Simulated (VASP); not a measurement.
These are r2SCAN meta-GGA, VASP's PBE PAW potentials (set 64) (plane waves; VASP) values and carry that method's errors.

Input for VASP

POSCAR:
```
Sr2SiS4
1
    6.6021744327     0.0000000000    -0.0043276258
    0.0000000000     6.6617413463     0.0000000000
   -2.5853578815     0.0000000000     7.8481972170
Sr Si S
4 2 8
Direct
  0.2839534615   0.7500000000   0.9515996541
  0.7160465385   0.2500000000   0.0484003459
  0.2248819725   0.7500000000   0.4292981649
  0.7751180275   0.2500000000   0.5707018351
  0.7205294373   0.7500000000   0.7965969709
  0.2794705627   0.2500000000   0.2034030291
  0.8858193407   0.7500000000   0.0615222817
  0.1141806593   0.2500000000   0.9384777183
  0.9160442795   0.7500000000   0.6352882521
  0.0839557205   0.2500000000   0.3647117479
  0.5097312291   0.5018052584   0.7369566118
  0.4902687709   0.4981947416   0.2630433882
  0.4902687709   0.0018052584   0.2630433882
  0.5097312291   0.9981947416   0.7369566118
```

### KPOINTS
```
Regular mesh
0
gamma
 3 3 3
0 0 0
```

### INCAR
```
SYSTEM = Sr2SiS4
PREC = Accurate; ENCUT = 400; LREAL = Auto
LASPH = .True.
EDIFF = 1E-6; NELM = 100; ALGO = Normal
LMAXMIX = 4; LMIXTAU = .True.
ISMEAR = 0; SIGMA = 0.05
METAGGA = R2SCAN
IBRION = 2; NSW = 60; ISIF = 3
EDIFFG = -0.02
LWAVE = .False.; LCHARG = .False.
```

POTCAR, in this order: Sr_sv Si S (PBE.64 set). Program: vasp_std.

What VASP printed:

File OUTCAR:
```
 ion  position               nearest neighbor table
   1  0.284  0.750  0.952-   9 2.96  12 3.02  13 3.02   7 3.04  11 3.12  14 3.12   5 3.50   8 3.51
                             8 3.51   5 3.53   7 3.79   6 3.93   6 3.93   3 4.09   3 4.21   2 4.29
   2  0.716  0.250  0.048-  10 2.96  11 3.02  14 3.02   8 3.04  13 3.12  12 3.12   6 3.50   7 3.51
                             7 3.51   6 3.53   8 3.79   5 3.93   5 3.93   4 4.09   4 4.21   1 4.29
   3  0.225  0.750  0.429-   9 3.04  12 3.05  13 3.05  11 3.12  14 3.12   7 3.16  10 3.45  10 3.45
                             5 3.70   6 3.89   6 3.89   1 4.09   1 4.21   4 4.80   4 4.80   4 4.84
   4  0.775  0.250  0.571-  10 3.04  11 3.05  14 3.05  13 3.12  12 3.12   8 3.16   9 3.45   9 3.45
                             6 3.70   5 3.89   5 3.89   2 4.09   2 4.21   3 4.80   3 4.80   3 4.84
   5  0.721  0.750  0.797-  11 2.12  14 2.12   7 2.12   9 2.13   1 3.50   1 3.53   3 3.70   4 3.89
                             4 3.89   2 3.93   2 3.93
   6  0.279  0.250  0.203-  12 2.12  13 2.12   8 2.12  10 2.13   2 3.50   2 3.53   4 3.70   3 3.89
                             3 3.89   1 3.93   1 3.93
   7  0.886  0.750  0.062-   5 2.12   1 3.04   3 3.16   2 3.51   2 3.51   1 3.79
   8  0.114  0.250  0.938-   6 2.12   2 3.04   4 3.16   1 3.51   1 3.51   2 3.79
   9  0.916  0.750  0.635-   5 2.13   1 2.96   3 3.04   4 3.45   4 3.45
  10  0.084  0.250  0.365-   6 2.13   2 2.96   4 3.04   3 3.45   3 3.45
  11  0.510  0.502  0.737-   5 2.12   2 3.02   4 3.05   3 3.12   1 3.12
  12  0.490  0.498  0.263-   6 2.12   1 3.02   3 3.05   4 3.12   2 3.12
  13  0.490  0.002  0.263-   6 2.12   1 3.02   3 3.05   4 3.12   2 3.12
  14  0.510  0.998  0.737-   5 2.12   2 3.02   4 3.05   3 3.12   1 3.12
  LATTYP: Found a simple monoclinic cell.
 ALAT       =     6.6021758510
 B/A-ratio  =     1.0090221007
 C/A-ratio  =     1.2515672268
 COS(beta)  =    -0.3135036573
 Subroutine PRICEL returns:
 Original cell was already a primitive cell.
 Subroutine GETGRP returns: Found  4 space group operations
The static configuration has the point symmetry S_2 .
 The point group associated with its full space group is C_2h.
The dynamic configuration has the point symmetry S_2 .
 Subroutine INISYM returns: Found  4 space group operations
 Subroutine IBZKPT returns following result:
 Found     10 irreducible k-points:

 Following reciprocal coordinates:
            Coordinates               Weight
  0.000000  0.000000  0.000000      1.000000
  0.333333  0.000000  0.000000      2.000000
  0.000000  0.333333  0.000000      2.000000
  0.333333  0.333333  0.000000      4.000000
 -0.000000  0.000000  0.333333      2.000000
  0.333333  0.000000  0.333333      2.000000
 -0.333333  0.000000  0.333333      2.000000
 -0.000000  0.333333  0.333333      4.000000
  0.333333  0.333333  0.333333      4.000000
 -0.333333  0.333333  0.333333      4.000000
   k-points           NKPTS =     10   k-points in BZ     NKDIM =     10   number of bands    NBANDS=     57
   number of dos      NEDOS =    301   number of ions     NIONS =     14
   total plane-waves  NPLWV = 124416
   dimension x,y,z NGX =    48 NGY =   48 NGZ =   54
   dimension x,y,z NGXF=    96 NGYF=   96 NGZF=  108
   ions per type =               4   2   8
   PREC   = accura    normal or accurate (medium, high low for compatibility)
   ISTART =      0    job   : 0-new  1-cont  2-samecut
   ICHARG =      2    charge: 1-file 2-atom 10-const
   ISPIN  =      1    spin polarized calculation?
   LNONCOLLINEAR =      F non collinear calculations
   LSORBIT =      F    spin-orbit coupling
   INIWAV =      1    electr: 0-lowe 1-rand  2-diag
   ENCUT  =  400.0 eV  29.40 Ry    5.42 a.u.  10.77 10.86 13.47*2*pi/ulx,y,z
   NELM   =    100;   NELMIN=  2; NELMDL= -5     # of ELM steps
   EDIFF  = 0.1E-05   stopping-criterion for ELM
   LREAL  =      T    real-space projection
   NLSPLINE    = F    spline interpolate recip. space projectors
   LMAXMIX     =    4 max onsite mixed and CHGCAR
   VOSKOWN=      0    Vosko Wilk Nusair interpolation
   EDIFFG = -.2E-01   stopping-criterion for IOM
   NSW    =     60    number of steps for IOM
   NBLOCK =      1;   KBLOCK =     60    inner block; outer block
   IBRION =      2    ionic relax: 0-MD 1-quasi-New 2-CG
   NFREE  =      1    steps in history (QN), initial steepest desc. (CG)
   ISIF   =      3    stress and relaxation
   ISYM   =      2    0-nonsym 1-usesym 2-fastsym
...
```

File OSZICAR:
```
       N       E                     dE             d eps       ncg     rms          rms(c)
DAV:   1     0.441103243105E+03    0.44110E+03   -0.39105E+04  1140   0.125E+03
DAV:   2    -0.139864571113E+03   -0.58097E+03   -0.56404E+03  1502   0.288E+02
DAV:   3    -0.189926696812E+03   -0.50062E+02   -0.49821E+02  1480   0.753E+01
DAV:   4    -0.192881382166E+03   -0.29547E+01   -0.29456E+01  1968   0.175E+01
DAV:   5    -0.193019408669E+03   -0.13803E+00   -0.13798E+00  1568   0.273E+00    0.307E+01
DAV:   6    -0.177887035513E+03    0.15132E+02   -0.11279E+01  1472   0.111E+01    0.221E+01
DAV:   7    -0.161868540897E+03    0.16018E+02   -0.53086E+00  1478   0.100E+01    0.257E+00
DAV:   8    -0.165475613288E+03   -0.36071E+01   -0.55531E+00  1461   0.997E+00    0.544E+00
DAV:   9    -0.167096251597E+03   -0.16206E+01   -0.10903E+00  1381   0.561E+00    0.258E+00
DAV:  10    -0.167060391288E+03    0.35860E-01   -0.17102E-01  1278   0.249E+00    0.213E+00
DAV:  11    -0.167278108924E+03   -0.21772E+00   -0.18258E-01  1488   0.178E+00    0.369E-01
DAV:  12    -0.167434680184E+03   -0.15657E+00   -0.17280E-01  1212   0.265E+00    0.118E+00
DAV:  13    -0.167469560445E+03   -0.34880E-01   -0.10815E-02  1320   0.572E-01    0.602E-01
DAV:  14    -0.167473938380E+03   -0.43779E-02   -0.37028E-03  1280   0.373E-01    0.301E-01
DAV:  15    -0.167473853366E+03    0.85014E-04   -0.15737E-03  1320   0.229E-01    0.151E-01
DAV:  16    -0.167474542236E+03   -0.68887E-03   -0.39376E-04  1296   0.129E-01    0.150E-01
DAV:  17    -0.167474550265E+03   -0.80288E-05   -0.21197E-05  1768   0.150E-02    0.150E-01
DAV:  18    -0.167474544817E+03    0.54481E-05   -0.18464E-05  1304   0.190E-02    0.136E-01
DAV:  19    -0.167474546385E+03   -0.15688E-05   -0.42950E-05  1360   0.358E-02    0.116E-01
DAV:  20    -0.167474595122E+03   -0.48736E-04   -0.46418E-05  1304   0.399E-02    0.141E-01
DAV:  21    -0.167474608266E+03   -0.13144E-04   -0.10467E-05  1432   0.103E-02    0.162E-01
DAV:  22    -0.167474609375E+03   -0.11092E-05   -0.44883E-07   816   0.329E-03    0.163E-01
DAV:  23    -0.167474612713E+03   -0.33373E-05   -0.28453E-06  1008   0.875E-03    0.161E-01
DAV:  24    -0.167474575046E+03    0.37667E-04   -0.43189E-05  1296   0.224E-02    0.103E-01
DAV:  25    -0.167474559536E+03    0.15510E-04   -0.43935E-05  1296   0.199E-02    0.528E-02
DAV:  26    -0.167474556893E+03    0.26427E-05   -0.31575E-06  1064   0.635E-03    0.403E-02
DAV:  27    -0.167474556386E+03    0.50689E-06   -0.40612E-07   768   0.235E-03
   1 F= -.16747456E+03 E0= -.16747456E+03  d E =-.167475E+03
```

### OUTCAR
```
------------------------ aborting loop because EDIFF is reached ----------------------------------------
  FORCE on cell =-STRESS in cart. coord.  units (eV):
  Direction    XX          YY          ZZ          XY          YZ          ZX
  --------------------------------------------------------------------------------------
  Total       -0.0471800     -0.0133271     -0.0270019      0.0000000      0.0000000      0.0013859
  in kB       -0.2190369     -0.0618722     -0.1253584      0.0000000      0.0000000      0.0064341
  external PRESSURE =      -0.1354225 kB  Pullay stress =       0.0000000 kB
  volume of cell :      345.10
      direct lattice vectors                 reciprocal lattice vectors
     6.602174433  0.000000000 -0.004327626     0.151497963  0.000000000  0.049906551
     0.000000000  6.661741346  0.000000000     0.000000000  0.150110902  0.000000000
    -2.585357881  0.000000000  7.848197217     0.000083538  0.000000000  0.127445316
 POSITION                                       TOTAL-FORCE (eV/Angst)
 -----------------------------------------------------------------------------------
     -0.58552      4.99631      7.46711        -0.010183      0.000000      0.005803
      4.60233      1.66544      0.37676         0.010183      0.000000     -0.005803
      0.37482      4.99631      3.36824        -0.004740      0.000000     -0.004965
      3.64200      1.66544      4.47563         0.004740      0.000000      0.004965
      2.69757      4.99631      6.24873         0.006400      0.000000      0.000520
      1.31924      1.66544      1.59514        -0.006400      0.000000     -0.000520
      5.68928      4.99631      0.47901         0.004103      0.000000     -0.003406
     -1.67246      1.66544      7.36486        -0.004103      0.000000      0.003406
      4.40544      4.99631      4.98190         0.006962      0.000000      0.006979
     -0.38862      1.66544      2.86197        -0.006962      0.000000     -0.006979
      1.46004      3.34290      5.78157         0.002845     -0.001129      0.002524
      2.55678      3.31884      2.06229        -0.002845      0.001129     -0.002524
      2.55678      0.01203      2.06229        -0.002845     -0.001129     -0.002524
      1.46004      6.64972      5.78157         0.002845      0.001129      0.002524
 -----------------------------------------------------------------------------------
    total drift:                                0.000000     -0.000000     -0.000000
  FREE ENERGIE OF THE ION-ELECTRON SYSTEM (eV)
  ---------------------------------------------------
  free  energy   TOTEN  =      -167.4745563862 eV

  energy  without entropy=     -167.4745563862  energy(sigma->0) =     -167.47455639

 reached required accuracy - stopping structural energy minimisation
```
(Selected blocks of OUTCAR.)

The structure comes from a computed database's Sr2SiS4 entry (P2_1/m); how it stands against other phases isn't given here. It was relaxed first. The start is the result of an earlier pass.
